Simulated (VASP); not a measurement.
Wanted: the native input for a VASP 6.6.1 run.

| Item | Value |
| --- | --- |
| Task | density of states |
| Functional | PBE |
| Potentials or basis | VASP PAW PBE potentials, release 64 (Te, Pd, Sb) |
| Cutoff | 520 eV |
| k mesh | 8 × 8 × 8 |
| Occupations | fermi-dirac, width 0.1 eV |
| Spin | no spin polarisation |
| Dipole correction | no |
| k mesh for the DOS | 12 × 12 × 12 |
| Occupations for the DOS | tetrahedron |
| Further INCAR settings | ALGO = Normal; EDIFF = 1e-06; NBANDS = 37 |

The system is Sb2TePd4.

```
CELL_PARAMETERS angstrom
4.57567 0.00000 0.00000
-2.28783 3.96265 0.00000
0.00000 -2.64176 8.05308
ATOMIC_POSITIONS crystal
Te 0.00000 0.00000 0.00000
Pd 0.14193 0.28386 0.42579
Pd 0.85807 0.71614 0.57421
Pd 0.43502 0.87004 0.30506
Pd 0.56498 0.12996 0.69494
Sb 0.25457 0.50914 0.76371
Sb 0.74543 0.49086 0.23629
```

The cell was built by a generator and needn't be a form met in nature.

These files were run (other wordings do the same):

POSCAR

```
Sb2TePd4
1.0
    4.5756700000      0.0000000000      0.0000000000
   -2.2878350000      3.9626490000      0.0000000000
    0.0000000000     -2.6417630000      8.0530790000
Te Pd Sb
1 4 2
Direct
    0.0000000000      0.0000000000      0.0000000000
    0.1419300000      0.2838600000      0.4257900000
    0.8580700000      0.7161400000      0.5742100000
    0.4350200000      0.8700400000      0.3050600000
    0.5649800000      0.1299600000      0.6949400000
    0.2545700000      0.5091400000      0.7637100000
    0.7454300000      0.4908600000      0.2362900000
```

INCAR.step1

```
SYSTEM = Sb2TePd4
PREC = Accurate ; ENCUT = 520
EDIFF = 1E-6 ; ISMEAR = -1
SIGMA = 0.1 ; LREAL = .False.
LASPH = .True. ; NELM = 100
ALGO = Normal ; ISIF = 2
LWAVE = .False. ; LCHARG = .True.
LMAXMIX = 4 ; GGA = PE
NBANDS = 37
```

KPOINTS.step1

```
regular mesh
0
Gamma
  8 8 8
  0 0 0
```

INCAR.step2

```
SYSTEM = Sb2TePd4
PREC = Accurate ; ENCUT = 520
EDIFF = 1E-6 ; ISMEAR = -5
SIGMA = 0.1 ; LREAL = .False.
LASPH = .True. ; NELM = 100
ALGO = Normal ; ISIF = 2
LWAVE = .False. ; LCHARG = .False.
LMAXMIX = 4 ; GGA = PE
LORBIT = 10 ; NBANDS = 37
NEDOS = 2001 ; ICHARG = 11
```

KPOINTS.step2

```
regular mesh
0
Gamma
  12 12 12
  0 0 0
```

Potentials or basis: VASP PAW PBE potentials, release 64 (Te, Pd, Sb).

Command:

```bash
$ cat potpaw_PBE.64/Te/POTCAR potpaw_PBE.64/Pd/POTCAR potpaw_PBE.64/Sb/POTCAR > POTCAR
$ cp INCAR.step1 INCAR
$ cp KPOINTS.step1 KPOINTS
$ mpirun -np 1 vasp_std > vasp.out
$ cp INCAR.step2 INCAR
$ cp KPOINTS.step2 KPOINTS
$ mpirun -np 1 vasp_std > vasp.out
```

Results of the run:

| Property | Result |
| --- | --- |
| Valence electrons inside the program's atomic spheres | Te 3.26; Pd 9.34, 9.42; Sb 2.35 |

It took 6.4 min on 1 thread of Intel(R) Xeon(R) 6975P-C (Granite Rapids) (shared host), peak memory 0.92 GiB.
